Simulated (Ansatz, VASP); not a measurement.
## Sb (Antimony): VASP beside Ansatz

Wanted: the spread between two codes on one cell, functional and k mesh. The cell is taken from a series of runs on this material, whose earlier steps may have relaxed, scaled, displaced or heated it; both programs get it as it stands.

Method: plane waves, with VASP 6.6.1 beside it; relaxation of cell and atoms at PBE with D3(BJ), in Ansatz 0.2.0.

## (1) The structure

It takes space group R-3m (No. 166, trigonal). Conventional cell: a = 4.323 Å, b = 4.323 Å, c = 11.062 Å, α = 90.00°, β = 90.00°, γ = 120.00°. Nearest to Sb lie 3 Sb at 2.93 Å.

Structure file:

```cif
data_structure
_symmetry_space_group_name_H-M 'P 1'
_symmetry_Int_Tables_number 1
_cell_length_a 4.4527
_cell_length_b 4.4527
_cell_length_c 4.4527
_cell_angle_alpha 58.082
_cell_angle_beta 58.082
_cell_angle_gamma 58.082
_cell_volume 59.68
loop_
_atom_site_label
_atom_site_type_symbol
_atom_site_fract_x
_atom_site_fract_y
_atom_site_fract_z
_atom_site_occupancy
Sb1 Sb 0.23562 0.23562 0.23562 1
Sb2 Sb 0.76438 0.76438 0.76438 1
```

## (2) VASP: relaxation of cell and atoms, PBE with D3(BJ)

The relaxed volume is the usual yardstick between codes: in a stiff, nearly cubic crystal its relative difference is about their pressure difference at one cell divided by the bulk modulus.

Lines of VASP's logs that name or quote its potential files are left out, and so is its time.

Input file INCAR:

```
SYSTEM = Sb
PREC = Accurate
ENCUT = 500
EDIFF = 1E-07
NELM = 120
ISMEAR = 1
SIGMA = 0.2
LREAL = .FALSE.
ALGO = Normal
GGA = PE
IVDW = 12
NBANDS = 11
LORBIT = 11
LWAVE = .FALSE.
LCHARG = .FALSE.
ISIF = 3
IBRION = 2
NSW = 80
EDIFFG = -0.005
LASPH = .TRUE.
GGA_COMPAT = .FALSE.
NELMIN = 4
KPAR = 2
```

Input file POSCAR:

```
Sb
1.0
    2.1615160000      1.2479520000      3.6874260000
   -2.1615160000      1.2479520000      3.6874260000
    0.0000000000     -2.4959030000      3.6874260000
Sb
2
Direct
    0.2356195218      0.2356195218      0.2356196162
    0.7643803447      0.7643803447      0.7643806509
```

Input file KPOINTS:

```
Automatic mesh
0
Gamma
12 12 12
0 0 0
```

The projector-augmented-wave data sets are Sb (PBE family, release 64).

Command:

```console
$ mpirun -np 2 vasp_std
```

Numbers of over 12 decimals in the logs are rounded to 6 here.

The program printed:

```text
[banner, memory and clock lines left out]
running    2 mpi-ranks, on    1 nodes
 distrk:  each k-point on    1 cores,    2 groups
 distr:  one band on    1 cores,    1 groups

 POSCAR found type information on POSCAR Sb
 POSCAR found :  1 types and       2 ions
 LDA part: xc-table for (Slater+PW92), standard interpolation
 POSCAR, INCAR and KPOINTS ok, starting setup
 FFT: planning ... GRIDC
 FFT: planning ... GRID_SOFT
 FFT: planning ... GRID
 WAVECAR not read
 entering main loop
       N       E                     dE             d eps       ncg     rms          rms(c)
DAV:   1     0.351940701460E+02    0.35194E+02   -0.35172E+03  4158   0.693E+02
DAV:   2    -0.637408289903E+01   -0.41568E+02   -0.40240E+02  5583   0.112E+02
DAV:   3    -0.822843120171E+01   -0.18543E+01   -0.18297E+01  5097   0.266E+01
DAV:   4    -0.824573155282E+01   -0.17300E-01   -0.17294E-01  4660   0.300E+00
DAV:   5    -0.824592534727E+01   -0.19379E-03   -0.19379E-03  4862   0.361E-01    0.301E+00
DAV:   6    -0.824559974158E+01    0.32561E-03   -0.22986E-03  4664   0.348E-01    0.182E+00
DAV:   7    -0.824569313554E+01   -0.93394E-04   -0.55092E-03  4539   0.533E-01    0.807E-02
DAV:   8    -0.824580704032E+01   -0.11390E-03   -0.17813E-04  4829   0.872E-02    0.242E-02
DAV:   9    -0.824583288358E+01   -0.25843E-04   -0.38863E-05  4521   0.407E-02    0.456E-03
DAV:  10    -0.824583366652E+01   -0.78294E-06   -0.41181E-06  4876   0.115E-02    0.139E-03
DAV:  11    -0.824583372695E+01   -0.60430E-07   -0.37607E-07  4641   0.416E-03
   1 F= -.92030039E+01 E0= -.92038151E+01  d E =-.920300E+01
[... from here on, the cycles between the ionic steps are left out ...]
   2 F= -.92033815E+01 E0= -.92041971E+01  d E =-.377657E-03
   3 F= -.92033826E+01 E0= -.92041983E+01  d E =-.378668E-03
   4 F= -.92036880E+01 E0= -.92044914E+01  d E =-.305468E-03
   5 F= -.92037626E+01 E0= -.92045530E+01  d E =-.379998E-03
   6 F= -.92037632E+01 E0= -.92045519E+01  d E =-.380612E-03
   7 F= -.92037961E+01 E0= -.92045880E+01  d E =-.329569E-04
   8 F= -.92037971E+01 E0= -.92045922E+01  d E =-.339245E-04
 curvature:  -0.21 expect dE=-0.255E-05 dE for cont linesearch -0.164E-05
 ZBRENT: interpolating
 opt :   2.5592  next Energy=    -9.203809 (dE=-0.457E-04)
 bond charge predicted
       N       E                     dE             d eps       ncg     rms          rms(c)
DAV:   1    -0.824351381190E+01   -0.16596E-03   -0.11673E-03  4539   0.182E-01    0.141E-02
DAV:   2    -0.824351381981E+01   -0.79112E-08   -0.41414E-05  4386   0.448E-02    0.867E-03
DAV:   3    -0.824351249989E+01    0.13199E-05   -0.72905E-06  4740   0.142E-02    0.143E-03
DAV:   4    -0.824351249090E+01    0.89949E-08   -0.62170E-07  4539   0.522E-03
   9 F= -.92038089E+01 E0= -.92046030E+01  d E =-.457570E-04
 curvature:  -1.53 expect dE=-0.242E-05 dE for cont linesearch -0.665E-08
 trial: gam= 0.02862 g(F)=  0.430E-06 g(S)=  0.115E-05 ort = 0.438E-06 (trialstep = 0.145E+01)
 search vector abs. value=  0.164E-05
 reached required accuracy - stopping structural energy minimisation
```

Parts of OUTCAR (step 2):

```text
ion  position               nearest neighbor table
   1  0.236  0.236  0.236-   2 2.93   2 2.93   2 2.93   2 3.30   2 3.30   2 3.30
   2  0.764  0.764  0.764-   1 2.93   1 2.93   1 2.93   1 3.30   1 3.30   1 3.30

  LATTYP: Found a trigonal (rhomboedric) cell.
 ALAT       =     4.4527122204
 COS(alpha) =     0.5286997720

 Subroutine GETGRP returns: Found 12 space group operations
 (whereof 12 operations were pure point group operations)

The static configuration has the point symmetry D_3d.

 Found    189 irreducible k-points:

   k-points           NKPTS =    189   k-points in BZ     NKDIM =    189   number of bands    NBANDS=     11

   dimension x,y,z NGX =    32 NGY =   32 NGZ =   32
   dimension x,y,z NGXF=    64 NGYF=   64 NGZF=   64

   ENCUT  =  500.0 eV  36.75 Ry    6.06 a.u.   8.12  8.12  8.12*2*pi/ulx,y,z

   NELECT =      10.0000    total number of electrons

 k-points in reciprocal lattice and weights: Automatic mesh
   0.00000000  0.00000000  0.00000000       0.001
   0.08333333  0.00000000  0.00000000       0.003
   0.16666667 -0.00000000  0.00000000       0.003
   0.25000000 -0.00000000  0.00000000       0.003
   0.33333333  0.00000000  0.00000000       0.003
   0.41666667 -0.00000000  0.00000000       0.003
   0.50000000 -0.00000000  0.00000000       0.002
   0.08333333  0.08333333  0.00000000       0.003
   0.16666667  0.08333333  0.00000000       0.007
[...]
-0.41666667  0.50000000  0.41666667       0.003
   0.50000000  0.50000000  0.50000000       0.001

 Edisp (eV)   -0.96045

 average (electrostatic) potential at core
       1 -85.7036       2 -85.7036

 E-fermi :   7.4064

 k-point     1 :       0.0000    0.0000    0.0000
  band No.  band energies     occupation
      1      -5.3114      2.00000
      2       2.7488      2.00000
      3       5.4676      2.00000
      4       5.6022      2.00000
      5       5.6022      2.00000
      6       9.8180     -0.00000
      7      10.2754     -0.00000
      8      10.2754     -0.00000
      9      12.3532      0.00000
     10      12.3532      0.00000
    ...

 k-point     2 :       0.0833    0.0000    0.0000
  band No.  band energies     occupation
      1      -5.2343      2.00000
      2       2.3631      2.00000
      3       5.4904      2.00000
      4       5.5955      2.00000
      5       5.7968      2.00000
      6       9.7116     -0.00000
      7      10.0392     -0.00000
      8      10.0513     -0.00000
      9      12.0885      0.00000
     10      12.3922      0.00000
    ...

 k-point     3 :       0.1667   -0.0000    0.0000
  band No.  band energies     occupation
      1      -5.0039      2.00000
      2       1.4870      2.00000
      3       5.5156      2.00000
      4       5.5851      2.00000
      5       6.1729      2.00000
      6       9.3168     -0.00000
      7       9.4634     -0.00000
      8       9.5133     -0.00000
      9      11.9748      0.00000
     10      12.5197      0.00000
    ...

 Edisp (eV)   -0.96030

  Total      -0.00344    -0.00344    -0.00490     0.00000    -0.00000     0.00000
  in kB      -0.09260    -0.09260    -0.13208     0.00000    -0.00000     0.00000
  external pressure =       -0.11 kB  Pullay stress =        0.00 kB

  energy-cutoff  :      500.00
  volume of cell :       59.49
      direct lattice vectors                 reciprocal lattice vectors
     2.162730026  1.248652916  3.671642656     0.231189281  0.133477213  0.090785874
    -2.162730026  1.248652916  3.671642656    -0.231189281  0.133477213  0.090785874
     0.000000000 -2.497304837  3.671642658     0.000000000 -0.266954425  0.090785911

 POSITION                                       TOTAL-FORCE (eV/Angst)
 -----------------------------------------------------------------------------------
      0.00000     -0.00000      2.60640         0.000000     -0.000000     -0.002111
      0.00000     -0.00000      8.40853        -0.000000      0.000000      0.002111
 -----------------------------------------------------------------------------------
    total drift:                               -0.000000      0.000164     -0.000000

  FREE ENERGIE OF THE ION-ELECTRON SYSTEM (eV)
  ---------------------------------------------------
  free  energy   TOTEN  =        -9.2038089230 eV

  energy  without entropy=       -9.2061912916  energy(sigma->0) =       -9.20460305

 reached required accuracy - stopping structural energy minimisation

 total charge
# of ion       s       p       d       tot
------------------------------------------
    1        1.213   1.147   0.037   2.397
    2        1.213   1.147   0.037   2.397
--------------------------------------------------
tot          2.427   2.293   0.073   4.793

[... 3 further parts left out ...]
```

## (3) Ansatz: relaxation of cell and atoms, PBE with D3(BJ)

Ansatz runs on its PAW soft_1 files.

The same cell, functional, mesh and smearing now go to Ansatz, which takes its cutoff from its data sets.

Input file input.yaml:

```yaml
crystal:
  lattice:
    - [2.1615158118, 1.2479517358, 3.6874257819]
    - [-2.1615158118, 1.2479517358, 3.6874257819]
    - [0.0, -2.4959034716, 3.6874257819]
  atoms:
    - { symbol: Sb, position: [0.2356195424, 0.2356195424, 0.2356195424] }
    - { symbol: Sb, position: [0.7643804576, 0.7643804576, 0.7643804576] }
kpoints:
  mp_grid: { grid: [12, 12, 12] }
hamiltonian:
  xc: pbe
  dispersion: d3bj
  pseudopotentials: { kind: paw, azcp: { folder: soft_1 } }
scf:
  occupations: { method: methfessel_paxton, width: 0.2 }
output:
  forces: true
  stress: true
  eigenvalues: true
relax:
  adjacent_minimum: "off"
  f_tol: 0.001
  max_steps: 60
  cell: { stress_tol: 0.01 }
```

Command:

```console
$ ansatz run input.yaml --threads 8 --pin off --max-ram 16384MiB --backend cpu --events-out ev --progress --plain --runs-dir out
```

The program printed:

```text
Engine: ansatz 0.2.0, aarch64-unknown-linux-gnu
Pseudopotentials: kind: paw
Pseudopotential: Sb, paw, valence charge 15, recommended cutoff 420 eV (normal), soft_1/Sb.paw.azcp
Functional definition: PBE
  parameter kappa = 0.804
  parameter beta = 0.066725
  exchange = pbe_x(kappa = kappa, mu = beta*pi^2/3)
  correlation = pbe_c(beta = beta)
Crystal: 2 atoms, lattice volume = 59.680 Å³
Basis set: ecut = 420 eV, 1183 PW (Γ), exchange–correlation on 60×60×60 points (8 copies of the dense FFT grid, shifted against one another)
Bands: 19, of which v1, the nominal top of the filled ones, is band 15 counted from 1 (14 counted from 0)
Symmetry: 12 space group operations
Space group: R-3m (ITA 166), of the structure as read, at distance tolerance 3.9e-5 Å
k-points: 189 of 1728
Non-local potential: Sb, projectors of the file, l = 0: 2, l = 1: 2, l = 2: 2, l = 3: 1
PAW form: soft (Blöchl's): semilocal exchange-correlation on the pseudo side does not see the compensation charge
PAW one-centre angular grid: Sb, 590 points (default); XC on 64 Gauss nodes
Initial density: superposition of atomic densities (chi_scale 0.1, normalization cell)
Initial wavefunctions: pseudopotential atomic-orbital guess
Functional: x = pbe(κ = 0.804, μ = 0.219515), c = pbe(β = 0.066725)
SCF iter   1: F=—  HF=-12970.068116 eV  |F-HF|=—  |Δ(HF+E_count)|=         —  Δρ=1.48e-2  dr2=9.54e-2  ethr=3.10e-3  ⟨swp⟩=5.9  Hψ=18627  notcnv=0
preconditioner: auto → Kerker (q_TF=auto, 2.433 Å⁻¹)  [metal: Δε(μ)=0.090 eV  Ē_g=8.702 eV  σ=0.200 eV  W_gap=0.34  n_scr=14 (ndim 8)  ℏωp=15.2 eV  f_vac=0.000  D(μ)=0.13/eV (n_scr^D=0)]
SCF iter   2: F=—  HF=-12970.071726 eV  |F-HF|=—  |Δ(HF+E_count)|=   3.61e-3  S|Δr|=    0.00e0  Δρ=9.71e-3  dr2=4.40e-2  ethr=3.18e-4  ⟨swp⟩=1.0  Hψ=5103  notcnv=0
SCF iter   3: F=—  HF=-12970.075366 eV  |F-HF|=—  |Δ(HF+E_count)|=   3.64e-3  S|Δr|=    0.00e0  Δρ=1.37e-3  dr2=1.53e-3  ethr=1.47e-4  ⟨swp⟩=2.0  Hψ=6401  notcnv=0
SCF iter   4: F=—  HF=-12970.075194 eV  |F-HF|=—  |Δ(HF+E_count)|=   1.73e-4  S|Δr|=    0.00e0  Δρ=5.80e-4  dr2=3.26e-4  ethr=5.11e-6  ⟨swp⟩=2.0  Hψ=6429  notcnv=0
SCF iter   5: F=—  HF=-12970.075365 eV  |F-HF|=—  |Δ(HF+E_count)|=   1.71e-4  S|Δr|=    0.00e0  Δρ=2.69e-4  dr2=6.67e-5  ethr=1.09e-6  ⟨swp⟩=2.0  Hψ=4111  notcnv=0
SCF iter   6: F=—  HF=-12970.075416 eV  |F-HF|=—  |Δ(HF+E_count)|=   5.16e-5  S|Δr|=    0.00e0  Δρ=5.93e-5  dr2=1.43e-6  ethr=2.22e-7  ⟨swp⟩=2.0  Hψ=4544  notcnv=0
SCF iter   7: F=-12970.075417 eV  HF=-12970.075417 eV  |F-HF|=7.20e-8  |Δ(HF+E_count)|=   8.30e-7  S|Δr|=    0.00e0  Δρ=1.58e-5  dr2=9.45e-8  ethr=3.33e-10  ⟨swp⟩=5.0  Hψ=19809  notcnv=0
SCF 1 converged in 7 iterations: F = -12970.075417 eV  dr2 = 9.45e-8
  greatest PAW one-centre occupation: 0.996 electrons in one spin orbital (limit 2), on the Sb atom at site 1 (counted from 0), in its partial waves of l = 2
relax step   1: F+E_penalty+E_count = -12970.07541701 eV  Δ(F+E_penalty+E_count) = +0.000e0 eV  max|allowed force component| = 4.114e-2 eV/Å  Δτ_max = 0.0000 Å  P = +0.056 GPa  Ω = 59.680 Å³  (7 SCF iters, dr2 threshold 1.00e-7 eV, accepted)
[...]
relax step   2: F+E_penalty+E_count = -12970.07550155 eV  Δ(F+E_penalty+E_count) = -8.454e-5 eV  max|allowed force component| = 2.643e-2 eV/Å  Δτ_max = 0.0071 Å  P = -0.134 GPa  Ω = 59.701 Å³  energy of the carried Pulay correction = -2.058e-6 eV  (4 SCF iters, dr2 threshold 1.06e-7 eV, accepted)
[...]
relax step   3: F+E_penalty+E_count = -12970.07562673 eV  Δ(F+E_penalty+E_count) = -1.252e-4 eV  max|allowed force component| = 3.068e-5 eV/Å  Δτ_max = 0.0022 Å  P = -0.024 GPa  Ω = 59.633 Å³  energy of the carried Pulay correction = +4.813e-6 eV  (3 SCF iters, dr2 threshold 1.15e-7 eV, accepted)
[...]
relax step   4: F+E_penalty+E_count = -12970.07563938 eV  Δ(F+E_penalty+E_count) = -1.264e-5 eV  max|allowed force component| = 1.748e-3 eV/Å  Δτ_max = 0.0002 Å  P = -0.005 GPa  Ω = 59.603 Å³  energy of the carried Pulay correction = +7.845e-6 eV  (4 SCF iters, dr2 threshold 7.44e-9 eV, accepted)
[...]
relax step   5: F+E_penalty+E_count = -12970.07564341 eV  Δ(F+E_penalty+E_count) = -4.037e-6 eV  max|allowed force component| = 1.701e-5 eV/Å  Δτ_max = 0.0004 Å  P = -0.001 GPa  Ω = 59.585 Å³  energy of the carried Pulay correction = +9.717e-6 eV  (4 SCF iters, dr2 threshold 6.03e-10 eV, accepted)
[...]
relax step   6: F+E_penalty+E_count = -12970.07563340 eV  Δ(F+E_penalty+E_count) = +1.001e-5 eV  max|allowed force component| = 9.724e-6 eV/Å  Δτ_max = 0.0000 Å  P = -0.001 GPa  Ω = 59.585 Å³  stress off target by 1.89e-3 GPa  SCF on the basis re-selected at this cell (its energy is not comparable with the rows above)  (6 SCF iters)
basis re-selected at this cell: Δ(F+E_penalty+E_count) = +1.001e-5 eV, ΔP = -0.000 GPa vs the last step (what re-selecting the basis moved, of the pressure what is left beyond the Pulay correction that the steps carried, after the strain that the cell walked since its last selection, with what the two solves' SCF thresholds leave and, on support functions, any second-order correction that the steps lacked; it is no m [...]
SCF converged after 6 iterations
Stability not checked: this state was not tested for a lower state beside it, because cold or Methfessel-Paxton smearing, or corrected tetrahedra, fill the levels in a way that the test cannot read (fill_not_monotonic; see scf.lower_state_search)
Free energy (F): -12970.075633 eV
Harris-Foulkes:  -12970.075633 eV  (|F-HF|=3.64e-12)
Internal energy: -12970.078015 eV  (E = F + TS)
E sigma→0 (E₀):  -12970.076229 eV
Entropy (-TS):   0.002381 eV (1.191 meV/atom)
Fermi energy:    10.468861 eV
--- Per-component energies (eV) ---
  E_band       = -326.121477
  E_kinetic    = 325.440422
  E_local      = -3134.349228  (includes V_loc(G=0)·N_el)
  E_nonlocal   = 779.331830
  E_hartree    = 1299.267360
  E_xc         = -197.872923
  E_vxc        = -181.749561  (∫ρ·V_xc dr)
  E_paw        = -9086.859657  (= ΣΔE_a)
  E_vpaw       = -713.329944  (= ΣTr[D̂ρ^β])
  E_aug_tail   = 0.000278  (compensation charges beyond the density's cutoff)
  E_ewald      = -2954.077075
  E_disp       = -0.959022  (pairwise vdW)
  E_smearing   = 0.002381  (= −TS)
  E_closure    = -0.000000  (closes the sum)
  Σ components = -12970.075633   (vs F -12970.075633, Δ=0.00e0)
--- Forces (eV/Å), atoms counted from 1 ---
  atom   1  Sb     0.00000000    -0.00000000    -0.00000972
  atom   2  Sb    -0.00000000     0.00000000     0.00000972
  max |Σ_I F_I| component: 9.25e-18 eV/Å
--- Stress (GPa, compression-positive) ---
       -0.000325       0.000000       0.000000
        0.000000      -0.000325       0.000000
        0.000000       0.000000      -0.001892
  P = ⅓ Tr σ = -0.0008 GPa (-0.008 kbar)
--- Band table (eV; the first three rows and the last of 189) ---
  k-point 0: bands = [... 11 lower, 5.7747, 8.5142, 8.6591, 8.6591, 12.8460, 13.3152, 13.3152, 15.4852]
  k-point 1: bands = [... 11 lower, 5.3952, 8.5377, 8.6512, 8.8447, 12.7479, 13.0846, 13.0916, 15.1987]
  k-point 2: bands = [... 11 lower, 4.5281, 8.5607, 8.6373, 9.2104, 12.3679, 12.5187, 12.5564, 15.0678]
  k-point 188: bands = [... 11 lower, 1.3213, 9.2272, 9.2272, 10.0584, 10.4267, 10.4267, 11.4051, 17.8538]
--- Relaxed structure (5 steps of the walk, 5 accepted, 1 SCFs on fresh bases) ---
  F+E_penalty+E_count = -12970.07563340 eV   max|allowed force component| = 9.724e-6 eV/Å   (the final SCF, on the basis selected at the relaxed cell)
  cell:  # Å, volume = 59.5846 Å³
    - [2.161963, 1.248210, 3.679992]
    - [-2.161963, 1.248210, 3.679992]
    - [0, -2.496420, 3.679992]
  atoms:
    - { symbol: Sb, position: [0.236127, 0.236127, 0.236127] }
    - { symbol: Sb, position: [0.763873, 0.763873, 0.763873] }
```

## (4) Side by side

Known differences besides the potentials themselves: the data sets hold 30 valence electrons in Ansatz (on its PAW soft_1 files) and 10 in VASP; the cutoff is 420 eV in Ansatz and 500 eV in VASP; Ansatz adds a Pulay correction to the stress that steers its cell, VASP none. Total energies have different zeros and are not compared.

The two programs side by side:

```
                                         quantity  Ansatz   VASP  difference
                                      volume (Å³)   59.58  59.49     +0.16 %
edge a after relaxation, in the typed setting (Å)   4.447  4.440     +0.14 %
```

## (5) Results

| Quantity | Value |
| --- | --- |
| difference in volume (relaxation of cell and atoms, PBE with D3(BJ)) | 0.16 % |

The difference in volume is 0.16 % (relaxation of cell and atoms, PBE with D3(BJ)), within the 1.2 % picked in this series as the mark of a large difference, as far as the stopping tolerances let one tell. The data sets hold unlike numbers of valence electrons (30 in Ansatz and 10 in VASP), so part of the differences comes from the potentials. 2 further runs of this series are not shown here. Such differences can come from data sets, numerical settings and the points named under the comparisons, not from the functional's error against experiment.

[Lines on the potential files, build, host, timing and source positions are cut from VASP's logs without a mark.]

[Logs are printed without paths, hosts, clocks, repeated set-up lines and the standing remarks that a program may print on its own settings, such as how far it seeks lower states.]

[Hosts, paths, dates, database ids (printed as entryN), source tags and the programs' standing remarks are cut or masked in the printed files.]
